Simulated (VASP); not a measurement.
Wanted: the native input for a VASP 6.6.1 run.

* Task: single point
* Functional: PBEsol
* Potentials or basis: VASP PAW PBE potentials, release 64 (Ti_sv)
* Cutoff: 520 eV
* k mesh: 15 × 15 × 1
* Occupations: methfessel-paxton, width 0.1 eV
* Spin: no spin polarisation
* Dipole correction: yes
* Further INCAR settings: ALGO = Normal; EDIFF = 1e-06; NBANDS = 38

The structure of Ti lies in POSCAR:

```
Ti
1.0
    2.9020997200      0.0000000000      0.0000000000
   -1.4510501400      2.5132922400      0.0000000000
    0.0000000000      0.0000000000     24.1500280000
Ti
5
Direct
    0.3333330000      0.6666660000      0.3105586500
    0.6666670000      0.3333340000      0.4052793200
    0.3333330000      0.6666660000      0.5000000000
    0.6666670000      0.3333340000      0.5947206800
    0.3333330000      0.6666660000      0.6894413500
```

These files were run (other wordings do the same):

INCAR

```
ALGO = Normal
DIPOL = 0.5 0.5 0.500
EDIFF = 1E-6
ENCUT = 520
GGA = PS
ICORELEVEL = 1
IDIPOL = 3
ISIF = 2
ISMEAR = 1
KPAR = 2
LASPH = True
LCHARG = False
LDIPOL = True
LREAL = False
LVACPOTAV = True
LVHAR = True
LWAVE = False
NBANDS = 38
NELM = 80
PREC = Accurate
SIGMA = 0.1
```

KPOINTS

```
k-points
0
Gamma
  15 15 1
```

Potentials or basis: VASP PAW PBE potentials, release 64 (Ti_sv).

Run with:

```console
$ cat potpaw_PBE.64/Ti_sv/POTCAR > POTCAR
$ mpirun -np 2 vasp_std > vasp.out
```

Results of the run:

```
Largest force                   : 0.713 eV/Å
Band gap on the k mesh          : none (metal or under the smearing width)
Work function of the upper face : 4.64 eV
Work function of the lower face : 4.64 eV
```

Caveat: the PAW data sets were made with another functional, which shifts forces and pressure a little.

It took 3.5 min on 2 MPI ranks on Intel(R) Xeon(R) Platinum 8559C (Emerald Rapids), with other jobs on the host, peak memory 0.36 GiB a rank.
